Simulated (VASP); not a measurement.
A convergence study with VASP on PbTe (rock salt): one setting is varied, all else stays as given below, so the limit is that of these other settings.

```yaml
crystal:
  lattice:
    - [0.00000, 3.23000, 3.23000]
    - [3.23000, 0.00000, 3.23000]
    - [3.23000, 3.23000, 0.00000]
  atoms:
    - { symbol: Te, position: [0.50000, 0.50000, 0.50000] }
    - { symbol: Pb, position: [0.00000, 0.00000, 0.00000] }
```

These are PBE GGA, VASP's PBE PAW potentials (set 64) (plane waves; VASP 6.6.1) values and carry that method's errors. The tightest run used: 550 eV cut-off, 16×16×16 Γ-centred mesh, Gaussian smearing of 0.050 eV, potentials Te Pb_d.

```tsv
setting	E (eV/atom)	pressure (GPa)	irreducible k-points
1×1×1 mesh	-0.9493	26.15	1
2×2×2 mesh	-2.9135	9.45	3
3×3×3 mesh	-3.7742	2.09	4
```

Q: These are the cheaper rows. Estimate the results at 16×16×16 mesh, and how far the last row shown lies from them.

A: 
| quantity | tightest run | last row shown is off by |
|---|---|---|
| E (eV/atom) | -3.7502 | -0.0240 |
| pressure (GPa) | 2.14 | -0.05 |

Left out are rungs that failed or repeat a setting and relaxations that didn't move; long series are thinned to 24 rows.

The compound is PbTe in the rock salt structure. The cell was not relaxed at this level.
